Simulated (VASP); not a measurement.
VASP ran on this input.

### INCAR
```
SYSTEM  =  CuCl
PREC  =  Accurate; ENCUT  =  400; LREAL  =  .FALSE.
LASPH  =  .TRUE.
EDIFF  =  1E-6; NELM  =  100; ALGO  =  Normal
LMAXMIX  =  4
ISMEAR  =  0; SIGMA  =  0.05
GGA  =  PE
LDAUL  =  2 -1
LDAUU  =  5.0 0
LDAUJ  =  0 0
LDAU  =  .TRUE.; LDAUTYPE  =  2; LDAUPRINT  =  1
ISIF  =  2
LWAVE  =  .FALSE.; LCHARG  =  .FALSE.; LORBIT  =  10
```

**KPOINTS**
```
kpoints
0
G
 8 8 8
0 0 0
```

File POSCAR:
```
CuCl
1
    0.0000000000     2.7591000000     2.7591000000
    2.7591000000     0.0000000000     2.7591000000
    2.7591000000     2.7591000000     0.0000000000
Cu Cl
1 1
Direct
  0.0000000000   0.0000000000   0.0000000000
  0.2500000000   0.2500000000   0.2500000000
```

POTCAR, in this order: Cu Cl (PBE.64 set). Program: vasp_std.

### Question
Translate this PBE+U calculation to Ansatz.

### Answer
One equivalent input (not run):
Ansatz 0.2 input:
```yaml
crystal:
  lattice:
    - [0.0000000, 2.7591000, 2.7591000]
    - [2.7591000, 0.0000000, 2.7591000]
    - [2.7591000, 2.7591000, 0.0000000]
  atoms:
    - { symbol: Cu, position: [0.0000000, 0.0000000, 0.0000000] }
    - { symbol: Cl, position: [0.2500000, 0.2500000, 0.2500000] }
kpoints:
  mp_grid: { grid: [8, 8, 8] }
hamiltonian:
  xc: pbe
  pseudopotentials: { kind: paw }
  hubbard:
    sites:
      - { species: Cu, l: d, u_eff: 5 }
scf:
  occupations: { method: gaussian, width: 0.05 }
  max_iter: 100
output: { forces: true, stress: true, eigenvalues: true }
```
The two are equivalent in intent, not identical: each code has its own PAW files, so the cut-off isn't converted (ENCUT is set for VASP's; basis.ecutwfc is left out, and Ansatz then takes the one that its files recommend); Ansatz stops its SCF on the density residual and VASP on the energy change (EDIFF); the +U projectors differ, so the same U acts differently.

The compound is CuCl in the zinc blende structure. The cell was not relaxed at this level. The run is one of a series of settings (LDAU = .TRUE., LDAUJ = 0 0, LDAUL = 2 -1, LDAUTYPE = 2, LDAUU = 5.0 0 against the base run), some of them coarse on purpose.
